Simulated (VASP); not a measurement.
Level of theory: PBE GGA, VASP's PBE PAW potentials (set 64) (plane waves; VASP).

VASP ran on this input.

### KPOINTS
```
Automatic mesh
0
G
 1 1 1
```

**INCAR**
```
SYSTEM  =  C37Si35
GGA  =  PE   # PBE
ISYM  =  0
MAGMOM  =  72*0.0139
LREAL  =  Auto
ISIF  =  2   # forces and stress, cell fixed
SIGMA  =  0.05
EDIFFG  =  -0.03
NELMIN  =  4
NELM  =  100
LCHARG  =  .FALSE.
ISPIN  =  2   # spin-polarised
ALGO  =  Fast   # Davidson, then RMM-DIIS
IBRION  =  2   # conjugate gradients
NELECT  =  289.0
PREC  =  Normal
EDIFF  =  1E-5   # SCF stop (eV)
ENCUT  =  400
LWAVE  =  .TRUE.
LORBIT  =  10
NSW  =  60   # most ionic steps
LASPH  =  .TRUE.
ISMEAR  =  0
NUPDOWN  =  1
```

**POSCAR**
```
C37Si35
1.0
  4.6409808260  -8.0384148411   0.0000000000
  4.6409808260   8.0384148411   0.0000000000
  0.0000000000   0.0000000000  10.1276834096
Si C
35 37
Direct
  0.0000000000   0.0000000000   0.0000000000
  0.9991200000   0.9942510000   0.5045840000
  0.2239710000   0.1172630000   0.7460100000
  0.1116820000   0.2272940000   0.2468620000
  0.0000000000   0.3333330000   0.0000000000
  0.0008540000   0.3393120000   0.4995730000
  0.2173210000   0.4446630000   0.7463360000
  0.1111110000   0.5555560000   0.2501800000
  0.0000000000   0.6666670000   0.0000000000
  0.0000000000   0.6666670000   0.5000000000
  0.2222220000   0.7777780000   0.7501800000
  0.1111110000   0.8888890000   0.2501800000
  0.3333330000   0.0000000000   0.0000000000
  0.3342150000   0.9960450000   0.4988330000
  0.5555560000   0.1111110000   0.7501800000
  0.4426380000   0.2155950000   0.2498500000
  0.3333330000   0.3333330000   0.0000000000
  0.5564400000   0.4404130000   0.7549570000
  0.4455030000   0.5585120000   0.2453810000
  0.3333330000   0.6666670000   0.0000000000
  0.3395520000   0.6692920000   0.4972180000
  0.5555560000   0.7777780000   0.7501800000
  0.4444440000   0.8888890000   0.2501800000
  0.6666670000   0.0000000000   0.0000000000
  0.6666670000   0.0000000000   0.5000000000
  0.8888890000   0.1111110000   0.7501800000
  0.7777780000   0.2222220000   0.2501800000
  0.6666670000   0.3333330000   0.0000000000
  0.6673560000   0.3282370000   0.4960720000
  0.8888890000   0.4444440000   0.7501800000
  0.7777780000   0.5555560000   0.2501800000
  0.6666670000   0.6666670000   0.0000000000
  0.6620530000   0.6634980000   0.5002680000
  0.8888890000   0.7777780000   0.7501800000
  0.7777780000   0.8888890000   0.2501800000
  0.0000000000   0.0000000000   0.8121600000
  0.0000000000   0.0000000000   0.3121600000
  0.2185570000   0.1135390000   0.5656620000
  0.1111110000   0.2222220000   0.0632900000
  0.0000000000   0.3333330000   0.8121600000
  0.0000000000   0.3333330000   0.3121600000
  0.2160780000   0.4405860000   0.5642800000
  0.1111110000   0.5555560000   0.0632900000
  0.0000000000   0.6666670000   0.8121600000
  0.0000000000   0.6666670000   0.3121600000
  0.2222220000   0.7777780000   0.5632900000
  0.1111110000   0.8888890000   0.0632900000
  0.3333330000   0.0000000000   0.8121600000
  0.3333330000   0.0000000000   0.3121600000
  0.5555560000   0.1111110000   0.5632900000
  0.4444440000   0.2222220000   0.0632900000
  0.3300310000   0.3332480000   0.4969770000
  0.3282700000   0.3277070000   0.8157270000
  0.3381960000   0.3328560000   0.3101390000
  0.5604970000   0.4439870000   0.5632650000
  0.4444440000   0.5555560000   0.0632900000
  0.3333330000   0.6666670000   0.8121600000
  0.3333330000   0.6666670000   0.3121600000
  0.5555560000   0.7777780000   0.5632900000
  0.4444440000   0.8888890000   0.0632900000
  0.6666670000   0.0000000000   0.8121600000
  0.6666670000   0.0000000000   0.3121600000
  0.8888890000   0.1111110000   0.5632900000
  0.7777780000   0.2222220000   0.0632900000
  0.6666670000   0.3333330000   0.8121600000
  0.6666670000   0.3333330000   0.3121600000
  0.8888890000   0.4444440000   0.5632900000
  0.7777780000   0.5555560000   0.0632900000
  0.6666670000   0.6666670000   0.8121600000
  0.6666670000   0.6666670000   0.3121600000
  0.8888890000   0.7777780000   0.5632900000
  0.7777780000   0.8888890000   0.0632900000
```

POTCAR, in this order: Si C (PBE.64 set). Program: vasp_gam.

Question: What will the output report for the number of irreducible k-points (NKPTS), largest plane-wave count, FFT grid (NGX, NGY, NGZ)?

Answer: 
* **number of irreducible k-points (NKPTS)**: 1
* **largest plane-wave count**: 6857
* **FFT grid (NGX, NGY, NGZ)**: 48 × 48 × 50

The cell is a supercell with a defect, built from SiC (4h): C_Si, charge -1.
